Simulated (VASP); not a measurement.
The input files of a VASP run:

**KPOINTS**
```
Automatic mesh
0
Gamma
18 18 9
0 0 0
```

### POSCAR
```
Zn
1
    1.3285069078    -2.3010418863     0.0000000000
    1.3285069078     2.3010418863     0.0000000000
    0.0000000000     0.0000000000     4.6702853779
Zn
2
Direct
  0.3333330000   0.6666670000   0.2500000000
  0.6666670000   0.3333330000   0.7500000000
```

INCAR:
```
! general
SYSTEM   = Zn
PREC     = Accurate
ENCUT    = 520
LREAL    = .FALSE.
LASPH    = .TRUE.

! electronic loop
EDIFF    = 1E-7
NELM     = 100
ALGO     = Normal
LMAXMIX  = 4

! smearing
ISMEAR   = -5

! functional
GGA      = CX
LUSE_VDW = .TRUE.
AGGAC    = 0.0

! ions
ISIF     = 2

! output
LWAVE    = .FALSE.
LCHARG   = .TRUE.
LORBIT   = 11
NEDOS    = 601
```

POTCAR, in this order: Zn (PBE.64 set). Program: vasp_std.

Translate this vdW-DF-cx calculation to Quantum ESPRESSO's pw.x.

One equivalent input (not run):
```
&CONTROL
  calculation = 'scf'
  pseudo_dir = './pseudo'
  outdir = './out'
  tprnfor = .true.
  tstress = .true.
/
&SYSTEM
  ibrav = 0
  nat = 2
  ntyp = 1
  ecutwfc = 84
  occupations = 'tetrahedra'
  input_dft = 'vdw-df-cx'
/
&ELECTRONS
  conv_thr = 7.3e-09
  electron_maxstep = 100
/
ATOMIC_SPECIES
  Zn 65.380 Zn.upf
CELL_PARAMETERS angstrom
     1.3285069   -2.3010419    0.0000000
     1.3285069    2.3010419    0.0000000
     0.0000000    0.0000000    4.6702854
ATOMIC_POSITIONS crystal
  Zn   0.3333330  0.6666670  0.2500000
  Zn   0.6666670  0.3333330  0.7500000
K_POINTS automatic
  18 18 9 0 0 0
```
The two are equivalent in intent, not identical: the potentials are each code's own (VASP's PAW set, PseudoDojo norm-conserving files in pw.x), so ENCUT and ecutwfc are chosen apart and not converted; conv_thr bounds pw.x's estimated SCF error, while EDIFF bounds the energy change between steps.

The compound is Zn in the hcp structure. It was relaxed first, which changed the volume by -6 %.
